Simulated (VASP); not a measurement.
Consider the following.

```yaml
crystal:
  lattice:
    - [2.93004, 0.00000, 0.00000]
    - [0.00000, 2.93004, 0.00000]
    - [0.00000, 0.00000, 2.93004]
  atoms:
    - { symbol: Ti, position: [0.00000, 0.00000, 0.00000] }
    - { symbol: Co, position: [0.50000, 0.50000, 0.50000] }
```

The numbers are results of LDA (Ceperley-Alder, Perdew-Zunger), VASP's LDA PAW potentials (set 64) (plane waves; VASP), not measurements. Run with 520 eV cut-off, 13×13×13 Γ-centred mesh, first-order Methfessel-Paxton smearing of 0.10 eV, potentials Ti_sv Co.

### Question
The job: TiCo (CsCl type), 2 atoms, LDA, static run, 520 eV, 13×13×13 Γ-centred mesh. Roughly how much core time does it take on a busy server core?

### Answer
About 10 core-seconds (one run on a shared machine, a rough figure). It had 84 irreducible k-points, 14 bands, up to 695 plane waves and 16 electronic steps.

The compound is TiCo in the CsCl type structure. This cell is one point of a volume scan, at 1.03 of the reference volume.
